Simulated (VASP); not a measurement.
Write the native input for VASP 6.6.1 that does the following.

| Property | Result |
| --- | --- |
| Task | single point |
| Functional | PBE |
| Potentials or basis | VASP PAW PBE potentials, release 64 (Ni, C) |
| Cutoff | 520 eV |
| k mesh | 4 × 4 × 4 |
| Occupations | gaussian, width 0.1 eV |
| Spin | collinear spin, typed start |
| Starting moments | [2.0, 0.0, 0.0, 0.0, 0.0, 0.0, 0.0] μB |
| Dipole correction | no |
| Further INCAR settings | ALGO = Fast; EDIFF = 1e-06; NBANDS = 30 |

The structure of NiC6 lies in POSCAR:

```
NiC6
1.0
    4.4399676900      0.0000000000      0.0000000000
    0.0000000000      4.4399676900      0.0000000000
    0.0000000000      0.0000000000      4.4399676900
Ni C
1 6
Direct
    0.0000000000      0.0000000000      0.0000000000
    0.2016845000      0.5000000000      0.5000000000
    0.5000000000      0.5000000000      0.7983155000
    0.5000000000      0.5000000000      0.2016845000
    0.5000000000      0.2016845000      0.5000000000
    0.5000000000      0.7983155000      0.5000000000
    0.7983155000      0.5000000000      0.5000000000
```

The cell was built by a generator and needn't be a form met in nature.

The cell isn't the ideal one: species swapped into the CaB6 type (Pm-3m, No. 221).

One way to write it, as run:

INCAR

```
PREC     = Accurate       # precision mode
ENCUT    = 520            # plane-wave cutoff, eV
EDIFF    = 1E-6           # SCF threshold, eV
ISMEAR   = 0              # smearing method
SIGMA    = 0.1            # smearing width, eV
LREAL    = False          # projectors in reciprocal space
LASPH    = True           # aspherical terms in the spheres
NELM     = 150            # most SCF steps
ALGO     = Fast           # electronic algorithm
ISIF     = 2              # what is computed and relaxed
LWAVE    = False          # write WAVECAR
LCHARG   = False          # write CHGCAR
ISPIN    = 2              # spin polarisation
MAGMOM   = 2 0 0 0 0 0 0  # initial moments
LORBIT   = 11             # projections on sites
LMAXMIX  = 4              # l up to which the mixer works
GGA      = PE             # functional
NBANDS   = 30             # bands
```

KPOINTS

```
regular mesh
0
Gamma
  4 4 4
```

Potentials or basis: VASP PAW PBE potentials, release 64 (Ni, C).

Run with:

```sh
$ cat potpaw_PBE.64/Ni/POTCAR potpaw_PBE.64/C/POTCAR > POTCAR
$ mpirun -np 1 vasp_std > vasp.out
```

Results of the run:

* Pressure: -25.1 GPa
* Largest force: 0.740 eV/Å
* Band gap on the k mesh: none (metal or under the smearing width)
* Net moment: 0.25 μB per cell
* Site moments: Ni +0.64; C -0.03 μB
* Valence electrons inside the program's atomic spheres: Ni 8.77; C 2.12

Caveat: so large a pressure means that the cell lies far from this level's equilibrium, or that cutoff or potentials fall short.

Run time: 4.4 min on 1 thread of Intel(R) Xeon(R) Platinum 8259CL CPU @ 2.50GHz (Skylake/Cascade Lake), with other jobs on the host, peak memory 0.25 GiB.
